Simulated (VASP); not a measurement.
# ZnCu2SnS4: U from linear response, part 2 of 3

What U does ZnCu2SnS4 call for? The start is a cell from a database of measured crystal structures.

VASP 6.6.1, plane waves and PAW; the level of theory is named at each step.

So far. Step 3 (Shifted potential, frozen density, alpha -0.2): Energy at zero smearing: -30.66164 eV.

### Step 4. Shifted potential, relaxed density, alpha -0.2

Level of this step: PBE, with a shift of one shell's potential, spin-polarised from an antiferromagnetic start; plane waves and PAW (Cu, Cu, Sn_d, Zn, S) (VASP).

With self-consistency the other electrons screen the shift.

File INCAR:

```
SYSTEM = ZnCu2SnS4
PREC = Normal
ENCUT = 360
EDIFF = 1E-06
NELM = 150
ISMEAR = 0
SIGMA = 0.05
LREAL = .FALSE.
ALGO = Normal
GGA = PE
NBANDS = 45
ISPIN = 2
MAGMOM = 0.6 -0.6 0 0 0 0 0 0
LASPH = .TRUE.
LMAXMIX = 4
LORBIT = 11
LWAVE = .FALSE.
LCHARG = .FALSE.
KPAR = 2
AMIX = 0.2
BMIX = 1E-04
AMIX_MAG = 0.8
BMIX_MAG = 1E-04
LDAU = .TRUE.
LDAUTYPE = 3
LDAUL = 2 -1 -1 -1 -1
LDAUU = -0.2 0 0 0 0
LDAUJ = -0.2 0 0 0 0
```

File POSCAR:

```
ZnCu2SnS4
1.0
   -2.7171000000      2.7171000000      5.4248000000
    2.7171000000     -2.7171000000      5.4248000000
    2.7171000000      2.7171000000     -5.4248000000
Cu Cu Sn Zn S
1 1 1 1 4
Direct
    0.7500000000      0.2500000000      0.5000000000
    0.0000000000      0.0000000000      0.0000000000
    0.5000000000      0.5000000000      0.0000000000
    0.2500000000      0.7500000000      0.5000000000
    0.6279900000      0.6283900000      0.5128000000
    0.8848100000      0.3720100000      0.0004000000
    0.1155900000      0.1151900000      0.4872000000
    0.3716100000      0.8844100000      0.9996000000
```

File KPOINTS:

```
Automatic mesh
0
Gamma
4 4 4
0 0 0
```

The projector-augmented-wave data sets are Cu, Cu, Sn_d, Zn and S (PBE family, release 64).

On the command line:

```bash
mpirun -np 2 vasp_std
```

The log of the run:

```text
[banner, memory and clock lines left out]
running    2 mpi-ranks, on    1 nodes
 distrk:  each k-point on    1 cores,    2 groups
 distr:  one band on    1 cores,    1 groups

 POSCAR found type information on POSCAR CuCuSnZnS
 POSCAR found :  5 types and       8 ions
 LDA part: xc-table for (Slater+PW92), standard interpolation
 found WAVECAR, reading the header
 POSCAR, INCAR and KPOINTS ok, starting setup
 FFT: planning ... GRIDC
 FFT: planning ... GRID_SOFT
 FFT: planning ... GRID
 reading WAVECAR
 the WAVECAR file was read successfully
 initial charge from wavefunction
 entering main loop
       N       E                     dE             d eps       ncg     rms          rms(c)
DAV:   1    -0.306611554052E+02   -0.30661E+02   -0.14221E-02  4244   0.354E+00    0.290E-01
DAV:   2    -0.306595739732E+02    0.15814E-02   -0.13235E-02  3852   0.312E+00    0.614E-02
DAV:   3    -0.306596152500E+02   -0.41277E-04   -0.10315E-03  3862   0.480E-01    0.260E-02
DAV:   4    -0.306596102523E+02    0.49977E-05   -0.84893E-05  3822   0.116E-01    0.204E-02
DAV:   5    -0.306596071944E+02    0.30578E-05   -0.38742E-05  3992   0.931E-02    0.830E-03
DAV:   6    -0.306596073871E+02   -0.19262E-06   -0.11543E-05  3556   0.842E-02    0.936E-03
DAV:   7    -0.306596074183E+02   -0.31243E-07   -0.40148E-07  1620   0.208E-02
   1 F= -.30659607E+02 E0= -.30659607E+02  d E =-.165668E-06  mag=     0.0000
```

Elapsed: 16 s, on 2 MPI ranks of Intel Xeon 6975P-C (Granite Rapids), shared host; peak memory 0.53 GiB; 30 s of CPU time.

OUTCAR, selected parts (step 4):

```text
The static configuration has the point symmetry S_4 .

 Found     14 irreducible k-points:

   NELECT =      72.0000    total number of electrons

 E-fermi :   5.0412

 spin component 1
 k-point     1 :       0.0000    0.0000    0.0000
  band No.  band energies     occupation
    ...
     32       3.4019      1.00000
     33       3.5401      1.00000
     34       4.8133      1.00000
     35       4.8133      1.00000
     36       4.8947      0.99998
     37       5.1876      0.00002
     38       6.9237      0.00000
     39       7.7844      0.00000
     40       8.6863      0.00000
     41       8.6863      0.00000
    ...

 k-point     2 :       0.2500   -0.0000    0.0000
  band No.  band energies     occupation
    ...
     32       3.5638      1.00000
     33       3.6470      1.00000
     34       4.0774      1.00000
     35       4.4005      1.00000
     36       4.6914      1.00000
     37       6.2171      0.00000
     38       7.7845      0.00000
     39       7.9278      0.00000
     40       8.3287      0.00000
     41       8.6049      0.00000
    ...

 k-point     3 :       0.5000   -0.0000    0.0000
  band No.  band energies     occupation
    ...
     32       3.6737      1.00000
     33       3.8208      1.00000
     34       3.8579      1.00000
     35       3.9297      1.00000
     36       4.4267      1.00000
     37       6.6516      0.00000
     38       8.0764      0.00000
     39       8.1957      0.00000
     40       9.1398      0.00000
     41       9.2148      0.00000
    ...

 k-point     4 :       0.2500    0.2500    0.0000
  band No.  band energies     occupation
    ...
     32       3.6172      1.00000
     33       3.7050      1.00000
     34       3.9452      1.00000
     35       4.5111      1.00000
     36       4.5270      1.00000
     37       6.0944      0.00000
     38       7.6209      0.00000
     39       7.9309      0.00000
     40       8.1006      0.00000
     41       8.8887      0.00000
    ...

  Total        2.0339592      2.0339592      1.9249901      0.0000009      0.0000000      0.0000000
  in kB       20.3421971     20.3421971     19.2523665      0.0000095      0.0000000      0.0000000
  external PRESSURE =      19.9789202 kB  Pullay stress =       0.0000000 kB

 POSITION                                       TOTAL-FORCE (eV/Angst)
 -----------------------------------------------------------------------------------
      0.00000      2.71710      2.71240        -0.000000      0.000000     -0.000000
      0.00000      0.00000      0.00000         0.000000     -0.000000     -0.000000
      0.00000      0.00000      5.42480         0.000000      0.000000     -0.000000
      2.71710      0.00000      2.71240         0.000000      0.000000     -0.000000
      1.39442      1.39224      4.03377         0.137576      0.535060     -0.189801
     -1.39224      1.39442      6.81583        -0.535060      0.137576      0.189801
      1.32268      1.32486     -1.39103        -0.137576     -0.535060     -0.189801
      4.10934      1.32268      1.39103         0.535060     -0.137576      0.189801
 -----------------------------------------------------------------------------------
    total drift:                                0.000391      0.000388      0.000317

  FREE ENERGIE OF THE ION-ELECTRON SYSTEM (eV)
  ---------------------------------------------------
  free  energy   TOTEN  =       -30.6596074183 eV

  energy  without entropy=      -30.6596072526  energy(sigma->0) =      -30.65960734

 total charge
# of ion       s       p       d       tot
------------------------------------------
    1        0.355   0.346   9.252   9.952
    2        0.354   0.344   9.267   9.964
    3        1.101   1.131  10.116  12.347
    4        0.531   0.483   9.796  10.810
    5        1.327   2.389   0.000   3.715
    6        1.327   2.389   0.000   3.715
    7        1.327   2.389   0.000   3.715
    8        1.327   2.389   0.000   3.715
--------------------------------------------------
tot          7.647  11.857  38.431  57.934

 magnetization (x)
# of ion       s       p       d       tot
------------------------------------------
    1       -0.000  -0.000   0.000   0.000
    2       -0.000  -0.000   0.000   0.000
    3       -0.000  -0.000   0.000  -0.000
    4       -0.000  -0.000   0.000  -0.000
    5        0.000   0.000   0.000   0.000
    6        0.000   0.000   0.000   0.000
    7        0.000   0.000   0.000   0.000
    8        0.000   0.000   0.000   0.000
--------------------------------------------------
tot         -0.000   0.000   0.000   0.000

[... 8 parts as in an earlier step ...]

[... 4 further parts left out ...]
```

This step gave:

```
electronic cycles              : 7
Fermi energy                   : 5.041 eV
gap on the k-mesh              : 0.2929 eV
least direct gap on the k-mesh : 0.2929 eV
```

Force by atom:

| atom | x (eV/Å) | y (eV/Å) | z (eV/Å) | size |
| --- | --- | --- | --- | --- |
| Cu1 | 0.000 | 0.000 | 0.000 | 0.000 |
| Cu2 | 0.000 | 0.000 | 0.000 | 0.000 |
| Sn3 | 0.000 | 0.000 | 0.000 | 0.000 |
| Zn4 | 0.000 | 0.000 | 0.000 | 0.000 |
| S5 | 0.138 | 0.535 | -0.190 | 0.584 |
| S6 | -0.535 | 0.138 | 0.190 | 0.584 |
| S7 | -0.138 | -0.535 | -0.190 | 0.584 |
| S8 | 0.535 | -0.138 | 0.190 | 0.584 |

Energy at zero smearing: -30.65961 eV.

The run ends at a pressure of 2.00 GPa, with forces up to 0.58 eV/Å.

### Step 5. Shifted potential, frozen density, alpha -0.1

Edit INCAR of step 4 so:

```diff
@@ -26,3 +26,4 @@
 LDAUL = 2 -1 -1 -1 -1
-LDAUU = -0.2 0 0 0 0
-LDAUJ = -0.2 0 0 0 0
+LDAUU = -0.1 0 0 0 0
+LDAUJ = -0.1 0 0 0 0
+ICHARG = 11
```

POSCAR is that of step 4.

KPOINTS is that of step 4.

The WAVECAR or CHGCAR of an earlier step is read.

On the command line:

```bash
mpirun -np 2 vasp_std
```

The log of the run:

```text
[... set-up lines as in an earlier step ...]
 entering main loop
       N       E                     dE             d eps       ncg     rms          rms(c)
DAV:   1    -0.315875878078E+02   -0.31588E+02   -0.35313E-03  4196   0.177E+00
DAV:   2    -0.315877029881E+02   -0.11518E-03   -0.11518E-03  2800   0.146E-01
DAV:   3    -0.315877044898E+02   -0.15017E-05   -0.15016E-05  3128   0.207E-02
DAV:   4    -0.315877045101E+02   -0.20240E-07   -0.20340E-07  1630   0.307E-03
   1 F= -.31587705E+02 E0= -.31587704E+02  d E =-.205719E-06  mag=    -0.0000
```

The job ended after 12 s (2 MPI ranks; peak memory 0.5 GiB; 22 s of CPU time).

OUTCAR, selected parts (step 5):

```text
   NELECT =      72.0000    total number of electrons

 E-fermi :   5.0430

 spin component 1
 k-point     1 :       0.0000    0.0000    0.0000
  band No.  band energies     occupation
    ...
     32       3.4079      1.00000
     33       3.5436      1.00000
     34       4.8170      1.00000
     35       4.8170      1.00000
     36       4.8984      0.99998
     37       5.1876      0.00002
     38       6.9233      0.00000
     39       7.7870      0.00000
     40       8.6848      0.00000
     41       8.6848      0.00000
    ...

 k-point     2 :       0.2500   -0.0000    0.0000
  band No.  band energies     occupation
    ...
     32       3.5699      1.00000
     33       3.6491      1.00000
     34       4.0829      1.00000
     35       4.4049      1.00000
     36       4.6956      1.00000
     37       6.2161      0.00000
     38       7.7836      0.00000
     39       7.9277      0.00000
     40       8.3280      0.00000
     41       8.6064      0.00000
    ...

  Total        0.0919562      0.0919562     -0.0134103      0.0000010      0.0000000      0.0000000
  in kB        0.9196797      0.9196797     -0.1341205      0.0000097      0.0000000      0.0000000
  external PRESSURE =       0.5684129 kB  Pullay stress =       0.0000000 kB

 POSITION                                       TOTAL-FORCE (eV/Angst)
 -----------------------------------------------------------------------------------
      0.00000      2.71710      2.71240         0.000000     -0.000000      0.000000
      0.00000      0.00000      0.00000         0.000000     -0.000000      0.000000
      0.00000      0.00000      5.42480         0.000000     -0.000000      0.000000
      2.71710      0.00000      2.71240         0.000000     -0.000000     -0.000000
      1.39442      1.39224      4.03377         0.134236      0.535477     -0.192946
     -1.39224      1.39442      6.81583        -0.535477      0.134236      0.192946
      1.32268      1.32486     -1.39103        -0.134236     -0.535477     -0.192946
      4.10934      1.32268      1.39103         0.535477     -0.134236      0.192946
 -----------------------------------------------------------------------------------
    total drift:                                0.000390      0.000387      0.000316

  FREE ENERGIE OF THE ION-ELECTRON SYSTEM (eV)
  ---------------------------------------------------
  free  energy   TOTEN  =       -31.5877045101 eV

  energy  without entropy=      -31.5877043043  energy(sigma->0) =      -31.58770441

[... 10 parts as in an earlier step ...]

[... 9 further parts left out ...]
```

Numbers from this step:

| Item | Value |
| --- | --- |
| electronic cycles | 4 |
| free energy (TOTEN) | -31.59 eV |
| Fermi energy | 5.043 eV |
| gap on the k-mesh | 0.2892 eV |
| least direct gap on the k-mesh | 0.2892 eV |

Energy at zero smearing: -31.58770 eV.

### Step 6. Shifted potential, relaxed density, alpha -0.1

Edit INCAR of step 5 so:

```diff
@@ -28,2 +28 @@
 LDAUJ = -0.1 0 0 0 0
-ICHARG = 11
```

POSCAR is that of step 5.

KPOINTS is that of step 5.

On the command line:

```bash
mpirun -np 2 vasp_std
```

The log of the run:

```text
[... set-up lines as in an earlier step ...]
 entering main loop
       N       E                     dE             d eps       ncg     rms          rms(c)
DAV:   1    -0.315875780048E+02   -0.31588E+02   -0.34916E-03  4244   0.177E+00    0.141E-01
DAV:   2    -0.315871994807E+02    0.37852E-03   -0.30440E-03  3852   0.154E+00    0.284E-02
DAV:   3    -0.315872107024E+02   -0.11222E-04   -0.22556E-04  3798   0.209E-01    0.130E-02
DAV:   4    -0.315872092653E+02    0.14370E-05   -0.16768E-05  3014   0.554E-02    0.101E-02
DAV:   5    -0.315872089306E+02    0.33476E-06   -0.10586E-05  3694   0.445E-02    0.434E-03
DAV:   6    -0.315872088006E+02    0.12998E-06   -0.17801E-06  1892   0.347E-02
   1 F= -.31587209E+02 E0= -.31587209E+02  d E =-.869400E-07  mag=    -0.0000
```

Wall time 19 s (2 MPI ranks); peak memory 0.52 GiB; 37 s of CPU time.

From OUTCAR (step 6):

```text
   NELECT =      72.0000    total number of electrons

 E-fermi :   5.0355

 spin component 1
 k-point     1 :       0.0000    0.0000    0.0000
  band No.  band energies     occupation
    ...
     32       3.3822      1.00000
     33       3.5275      1.00000
     34       4.8020      1.00000
     35       4.8020      1.00000
     36       4.8837      0.99999
     37       5.1874      0.00001
     38       6.9209      0.00000
     39       7.7839      0.00000
     40       8.6849      0.00000
     41       8.6849      0.00000
    ...

 k-point     2 :       0.2500   -0.0000    0.0000
  band No.  band energies     occupation
    ...
     32       3.5420      1.00000
     33       3.6360      1.00000
     34       4.0609      1.00000
     35       4.3875      1.00000
     36       4.6796      1.00000
     37       6.2153      0.00000
     38       7.7824      0.00000
     39       7.9264      0.00000
     40       8.3275      0.00000
     41       8.6047      0.00000
    ...

  Total        2.0324048      2.0324048      1.9200495      0.0000010      0.0000000      0.0000000
  in kB       20.3266511     20.3266511     19.2029535      0.0000097      0.0000000      0.0000000
  external PRESSURE =      19.9520852 kB  Pullay stress =       0.0000000 kB

 POSITION                                       TOTAL-FORCE (eV/Angst)
 -----------------------------------------------------------------------------------
      0.00000      2.71710      2.71240         0.000000     -0.000000     -0.000000
      0.00000      0.00000      0.00000         0.000000      0.000000     -0.000000
      0.00000      0.00000      5.42480        -0.000000      0.000000     -0.000000
      2.71710      0.00000      2.71240         0.000000     -0.000000     -0.000000
      1.39442      1.39224      4.03377         0.138732      0.529915     -0.185506
     -1.39224      1.39442      6.81583        -0.529915      0.138732      0.185506
      1.32268      1.32486     -1.39103        -0.138732     -0.529915     -0.185506
      4.10934      1.32268      1.39103         0.529915     -0.138732      0.185506
 -----------------------------------------------------------------------------------
    total drift:                                0.000390      0.000388      0.000316

  FREE ENERGIE OF THE ION-ELECTRON SYSTEM (eV)
  ---------------------------------------------------
  free  energy   TOTEN  =       -31.5872088006 eV

  energy  without entropy=      -31.5872087137  energy(sigma->0) =      -31.58720876

 magnetization (x)
# of ion       s       p       d       tot
------------------------------------------
    1        0.000  -0.000   0.000   0.000
    2       -0.000  -0.000   0.000  -0.000
    3        0.000  -0.000  -0.000  -0.000
    4        0.000  -0.000   0.000  -0.000
    5       -0.000   0.000   0.000   0.000
    6       -0.000   0.000   0.000   0.000
    7       -0.000   0.000   0.000   0.000
    8       -0.000   0.000   0.000   0.000
--------------------------------------------------
tot         -0.000   0.000   0.000   0.000

[... 8 parts as in an earlier step ...]

[... 9 further parts left out ...]
```

Numbers from this step:

```yaml
electronic_cycles: 6
fermi_energy: 5.035 eV
gap_on_the_k_mesh: 0.3037 eV
least_direct_gap_on_the_k_mesh: 0.3037 eV
```

Force by atom:

| atom | x (eV/Å) | y (eV/Å) | z (eV/Å) | size |
| --- | --- | --- | --- | --- |
| Cu1 | 0.000 | 0.000 | 0.000 | 0.000 |
| Cu2 | 0.000 | 0.000 | 0.000 | 0.000 |
| Sn3 | 0.000 | 0.000 | 0.000 | 0.000 |
| Zn4 | 0.000 | 0.000 | 0.000 | 0.000 |
| S5 | 0.139 | 0.530 | -0.186 | 0.578 |
| S6 | -0.530 | 0.139 | 0.186 | 0.578 |
| S7 | -0.139 | -0.530 | -0.186 | 0.578 |
| S8 | 0.530 | -0.139 | 0.186 | 0.578 |

Energy at zero smearing: -31.58721 eV.

The run ends at a pressure of 2.00 GPa, with forces up to 0.58 eV/Å.

### Step 7. Shifted potential, frozen density, alpha 0.1

Edit INCAR of step 6 so:

```diff
@@ -26,3 +26,4 @@
 LDAUL = 2 -1 -1 -1 -1
-LDAUU = -0.1 0 0 0 0
-LDAUJ = -0.1 0 0 0 0
+LDAUU = 0.1 0 0 0 0
+LDAUJ = 0.1 0 0 0 0
+ICHARG = 11
```

POSCAR is that of step 6.

KPOINTS is that of step 6.

The WAVECAR or CHGCAR of an earlier step is read.

On the command line:

```bash
mpirun -np 2 vasp_std
```

The log of the run:

```text
[... set-up lines as in an earlier step ...]
 entering main loop
       N       E                     dE             d eps       ncg     rms          rms(c)
DAV:   1    -0.334451582108E+02   -0.33445E+02   -0.34954E-03  4172   0.177E+00
DAV:   2    -0.334452736082E+02   -0.11540E-03   -0.11540E-03  2784   0.149E-01
DAV:   3    -0.334452751113E+02   -0.15031E-05   -0.15030E-05  3144   0.209E-02
DAV:   4    -0.334452751321E+02   -0.20754E-07   -0.20900E-07  1630   0.318E-03
   1 F= -.33445275E+02 E0= -.33445275E+02  d E =-.949897E-08  mag=    -0.0000
```

It took 13 s on 2 MPI ranks; peak memory 0.5 GiB; 24 s of CPU time.

Parts of OUTCAR (step 7):

```text
  Total        3.8314656      3.8314656      3.7055743      0.0000009      0.0000000      0.0000000
  in kB       38.3195625     38.3195625     37.0604886      0.0000090      0.0000000      0.0000000
  external PRESSURE =      37.8998712 kB  Pullay stress =       0.0000000 kB

 POSITION                                       TOTAL-FORCE (eV/Angst)
 -----------------------------------------------------------------------------------
      0.00000      2.71710      2.71240        -0.000000     -0.000000     -0.000000
      0.00000      0.00000      0.00000        -0.000000     -0.000000     -0.000000
      0.00000      0.00000      5.42480        -0.000000     -0.000000     -0.000000
      2.71710      0.00000      2.71240        -0.000000     -0.000000     -0.000000
      1.39442      1.39224      4.03377         0.142883      0.518511     -0.173702
     -1.39224      1.39442      6.81583        -0.518511      0.142883      0.173702
      1.32268      1.32486     -1.39103        -0.142883     -0.518511     -0.173702
      4.10934      1.32268      1.39103         0.518511     -0.142883      0.173702
 -----------------------------------------------------------------------------------
    total drift:                                0.000391      0.000388      0.000316

  FREE ENERGIE OF THE ION-ELECTRON SYSTEM (eV)
  ---------------------------------------------------
  free  energy   TOTEN  =       -33.4452751321 eV

  energy  without entropy=      -33.4452751226  energy(sigma->0) =      -33.44527513

[... 3 parts as in an earlier step ...]

[... 1 further part left out ...]
[key lines of the parts left out:]
E-fermi :   5.0174
```

Energy at zero smearing: -33.44528 eV.

[end of part 2 of 3]

[Lines on the potential files, build, host, timing and source positions are cut from VASP's logs without a mark.]

[Logs are printed without paths, hosts, clocks, repeated set-up lines and the standing remarks that a program may print on its own settings, such as how far it seeks lower states.]

[Hosts, paths, dates, database ids (printed as entryN), source tags and the programs' standing remarks are cut or masked in the printed files.]

[In band tables of VASP the shares of atoms and orbitals are scaled to a sum of 1 inside the atoms' spheres.]

[Runs that stopped without an error message from VASP are left out.]
